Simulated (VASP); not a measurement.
Consider the following.

```xyz
2
Lattice="2.1542 1.2437 3.7580 -2.1542 1.2437 3.7580 0.0000 -2.4875 3.7580" Properties=species:S:1:pos:R:3 pbc="T T T"
Sb     0.0000     0.0000     2.6324
Sb     0.0000     0.0000     8.6416
```

Calculation: SCAN meta-GGA, VASP's PBE PAW potentials (set 64) (plane waves; VASP). Run with 400 eV cut-off, 9×9×9 Γ-centred mesh, first-order Methfessel-Paxton smearing of 0.10 eV, potentials Sb.

Task: The ions, cell shape and volume are relaxed. Which structure does the run end with?

Result: 
```xyz
2
Lattice="2.1728 1.2545 3.6798 -2.1728 1.2545 3.6798 0.0000 -2.5089 3.6798" Properties=species:S:1:pos:R:3 pbc="T T T"
Sb     0.0000     0.0000     2.6141
Sb     0.0000     0.0000     8.4252
```
Space group R-3m (166), at a tolerance of 0.03 Å.

Task: How do energy and volume change from the first to the last step?

Result: The energy (σ→0) changes by -6.0 meV/atom and the volume by -0.4 %, in 8 ionic steps.

The structure comes from a measured Sb entry (R-3m) of the Crystallography Open Database, whose conditions weren't checked. This run relaxes it. Symmetry was kept, so distortions that lower it aren't found.
